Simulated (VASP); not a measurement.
Level of theory: optB88-vdW, VASP's PBE PAW potentials (set 64) (plane waves; VASP 6.6.1).

VASP ran on this input.

KPOINTS:
```
Automatic mesh
0
Gamma
9 9 9
0 0 0
```

### POSCAR
```
Ni3Fe
1
    3.4616175104     0.0000000000     0.0000000000
    0.0000000000     3.4616175104     0.0000000000
    0.0000000000     0.0000000000     3.4616175104
Fe Ni
1 3
Direct
  0.0000000000   0.0000000000   0.0000000000
  0.0000000000   0.5000000000   0.5000000000
  0.5000000000   0.0000000000   0.5000000000
  0.5000000000   0.5000000000   0.0000000000
```

**INCAR**
```
SYSTEM  =  Ni3Fe
PREC  =  Accurate; ENCUT  =  520; LREAL  =  .FALSE.
LASPH  =  .TRUE.
EDIFF  =  1E-7; NELM  =  100; ALGO  =  Normal
LMAXMIX  =  4
ISMEAR  =  1; SIGMA  =  0.1
GGA  =  BO; LUSE_VDW  =  .TRUE.; AGGAC  =  0.0
PARAM1  =  0.1833333333; PARAM2  =  0.22
MAGMOM  =  2.8 3*0.6
ISPIN  =  2
ISIF  =  2
LWAVE  =  .FALSE.; LCHARG  =  .FALSE.; LORBIT  =  10
```

POTCAR, in this order: Fe Ni (PBE.64 set). Program: vasp_std.

Problem. Predict the energy per atom (σ→0), cell moment, pressure, band gap (on the k-mesh).

Solution. 
The energy per atom (σ→0) is -3.457 eV/atom and the cell moment comes out as 4.45 μB. The band gap (on the k-mesh) comes out as none (metal, semimetal or under 0.01 eV) and the pressure comes out as 13.94 GPa.

OSZICAR:
```
...
DAV:  12    -0.138286679628E+02   -0.14589E-02   -0.55875E-03  3881   0.203E+00    0.281E-01
DAV:  13    -0.138287864124E+02   -0.11845E-03   -0.18935E-03  5128   0.689E-01    0.911E-02
DAV:  14    -0.138288519390E+02   -0.65527E-04   -0.16991E-04  4183   0.162E-01    0.105E-01
DAV:  15    -0.138288504158E+02    0.15232E-05   -0.86421E-05  4559   0.259E-01    0.208E-02
DAV:  16    -0.138288511551E+02   -0.73930E-06   -0.18093E-05  4358   0.512E-02    0.129E-02
DAV:  17    -0.138288506229E+02    0.53222E-06   -0.16598E-06  4146   0.311E-02    0.208E-03
DAV:  18    -0.138288506531E+02   -0.30199E-07   -0.32520E-07  2818   0.761E-03
   1 F= -.13828851E+02 E0= -.13829313E+02  d E =0.138751E-02  mag=     4.4481
```

The compound is Ni3Fe in the L1_2 structure. This cell is one point of a volume scan, at 0.94 of the reference volume.
